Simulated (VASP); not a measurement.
Write the native input for VASP 6.6.1 that does the following.

```yaml
Task: single point
Functional: PBE
Potentials_or_basis: VASP PAW PBE potentials, release 64 (Ba_sv, Hf_pv, O)
Cutoff: 520 eV
k_mesh: 4 × 4 × 4
Occupations: gaussian, width 0.1 eV
Spin: no spin polarisation
Dipole_correction: no
Further_INCAR_settings: ALGO = Normal; EDIFF = 1e-06; NBANDS = 27
```

The structure of BaHfO3 lies in POSCAR:

```
BaHfO3
1.0
    4.1695666300      0.0000000000      0.0000000000
    0.0000000000      4.1695666300      0.0000000000
    0.0000000000      0.0000000000      4.1703767800
Ba Hf O
1 1 3
Direct
    0.5000000000      0.5000000000      0.9964249700
    0.0000000000      0.0000000000      0.4978753300
    0.0000000000      0.5000000000      0.4988901300
    0.5000000000      0.0000000000      0.4988901300
    0.0000000000      0.0000000000      0.9979412000
```

The cell comes from a database or a generator and needn't be the stable form of this composition.

One way to write it, as run:

INCAR

```
ALGO = Normal ; EDIFF = 1E-6
ENCUT = 520 ; GGA = PE
ISIF = 2 ; ISMEAR = 0
LASPH = T ; LCHARG = F
LREAL = F ; LWAVE = F
NBANDS = 27 ; NELM = 80
PREC = Accurate ; SIGMA = 0.1
```

KPOINTS

```
k-points
0
Gamma
  4 4 4
```

Potentials or basis: VASP PAW PBE potentials, release 64 (Ba_sv, Hf_pv, O).

Run with:

```console
$ cat potpaw_PBE.64/Ba_sv/POTCAR potpaw_PBE.64/Hf_pv/POTCAR potpaw_PBE.64/O/POTCAR > POTCAR
$ mpirun -np 1 vasp_std > vasp.out
```

Results of the run:

| Quantity | Value |
| --- | --- |
| Pressure | 3.8 GPa |
| Largest force | 0.024 eV/Å |
| Band gap on the k mesh | 3.58 eV, indirect (least direct gap 3.80 eV) |

Caveat: spin-orbit coupling is left out, which moves the levels of the heavy elements.

It took 32 s on 1 thread of Intel(R) Xeon(R) Platinum 8259CL CPU @ 2.50GHz (Skylake/Cascade Lake) (shared host), peak memory 0.19 GiB.
